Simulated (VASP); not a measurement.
Input:

```
CELL_PARAMETERS angstrom
      3.48664     0.00000     0.00000
      0.00000     3.48664     0.00000
      0.00000     0.00000     3.48664
ATOMIC_POSITIONS crystal
  Al 0.00000 0.00000 0.00000
  Ni 0.00000 0.50000 0.50000
  Ni 0.50000 0.00000 0.50000
  Ni 0.50000 0.50000 0.00000
```
Starting moments (μB, in the order of the record's atoms Al Ni Ni Ni): 0.0 0.3 0.3 0.3.

Method: PBE GGA with D3 dispersion (zero damping), VASP's PBE PAW potentials (set 64) (plane waves; VASP 6.6.1). Settings: 520 eV cut-off, 9×9×9 Γ-centred mesh, first-order Methfessel-Paxton smearing of 0.10 eV, potentials Al Ni.

Question: Give the stress tensor in GPa (positive for a compressed cell).

Answer: 
```
6.06  0.00  0.00
0.00  6.06  0.00
0.00  0.00  6.06
```
The pressure is its mean diagonal, 6.06 GPa.

The compound is Ni3Al in the L1_2 structure. This cell is one point of a volume scan, at 0.97 of the reference volume.
